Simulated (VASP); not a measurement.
Given:

```
CELL_PARAMETERS angstrom
      4.86832    -8.43217     0.00000
      4.86832     8.43217     0.00000
      0.00000     0.00000    10.55628
ATOMIC_POSITIONS crystal
  Ga 0.22464 0.11182 0.24991
  Ga 0.11043 0.22188 0.00218
  Ga 0.21883 0.10908 0.75189
  Ga 0.11260 0.22294 0.49876
  Ga 0.22499 0.44603 0.24994
  Ga 0.11137 0.55564 0.00234
  Ga 0.21926 0.44336 0.75178
  Ga 0.11158 0.55587 0.49963
  Ga 0.22238 0.77771 0.25055
  Ga 0.11123 0.88885 0.00234
  Ga 0.22258 0.77800 0.75077
  Ga 0.11141 0.88873 0.49959
  Ga 0.55391 0.11182 0.24995
  Ga 0.44297 0.21916 0.99152
  Ga 0.55723 0.10913 0.75184
  Ga 0.43348 0.20012 0.50884
  Ga 0.55572 0.44416 0.22414
  Ga 0.44314 0.55718 0.99161
  Ga 0.55591 0.44454 0.74326
  Ga 0.43406 0.56657 0.50869
  Ga 0.55405 0.77511 0.24997
  Ga 0.44447 0.88890 0.00236
  Ga 0.55728 0.78151 0.75192
  Ga 0.44429 0.88866 0.49960
  Ga 0.88895 0.11109 0.25222
  Ga 0.77831 0.22184 0.00220
  Ga 0.88918 0.11143 0.74952
  Ga 0.77740 0.22289 0.49870
  Ga 0.88832 0.44612 0.24995
  Ga 0.78100 0.55708 0.99153
  Ga 0.89154 0.44334 0.75191
  Ga 0.80034 0.56676 0.50895
  Ga 0.88808 0.77521 0.24993
  Ga 0.77838 0.88987 0.00219
  Ga 0.89137 0.78159 0.75197
  Ga 0.77740 0.88784 0.49883
  N  0.21568 0.10443 0.43758
  N  0.11146 0.22233 0.19023
  N  0.21827 0.10931 0.93852
  N  0.11114 0.22232 0.68761
  N  0.21603 0.44454 0.43762
  N  0.11149 0.55575 0.18929
  N  0.21849 0.44227 0.93845
  N  0.11191 0.55648 0.68834
  N  0.22239 0.77778 0.43874
  N  0.11128 0.88864 0.18928
  N  0.22238 0.77780 0.93913
  N  0.11171 0.88870 0.68835
  N  0.55564 0.10437 0.43763
  N  0.44078 0.21483 0.17641
  N  0.55791 0.10939 0.93848
  N  0.44094 0.21499 0.69803
  N  0.44113 0.55897 0.17649
  N  0.55576 0.44450 0.93398
  N  0.44135 0.55944 0.69791
  N  0.55590 0.78451 0.43763
  N  0.44436 0.88864 0.18934
  N  0.55800 0.78189 0.93852
  N  0.44404 0.88867 0.68833
  N  0.88916 0.11123 0.43955
  N  0.77772 0.22233 0.19027
  N  0.88904 0.11121 0.93878
  N  0.77817 0.22236 0.68759
  N  0.89596 0.44458 0.43761
  N  0.78512 0.55908 0.17642
  N  0.89089 0.44228 0.93850
  N  0.78550 0.55948 0.69811
  N  0.89575 0.78454 0.43763
  N  0.77779 0.88861 0.19023
  N  0.89080 0.78185 0.93853
  N  0.77823 0.88942 0.68769
  Si 0.55614 0.44437 0.43529
```
Cell charge -1.

Computed with HSE06 screened hybrid, VASP's PBE PAW potentials (set 64) (plane waves; VASP 6.6.1). Settings: PREC = Normal, LREAL = Auto, ISYM = 0, NELECT = 288.0, EDIFF = 1E-5, 400 eV cut-off, 1×1×1 Γ-centred mesh, Gaussian smearing of 0.050 eV, potentials Ga N Si.

The cell is charged, with a uniform compensating background. The supercell is sampled at Γ alone, which is coarse: total energies, pressure and levels can be off, energies of defects by several tenths of an eV.

Problem. Predict the energy per atom (σ→0).

Solution. 
```json
{
  "energy per atom (σ→0)": "-7.149 eV/atom"
}
```

Only differences to runs with the same potentials and settings are physical.

The cell is a supercell with a defect, built from GaN (wurtzite): Si_N, charge -1. The cell's shape comes from a PBE relaxation. The run is not spin-polarised, so no state with unpaired spins was tried.
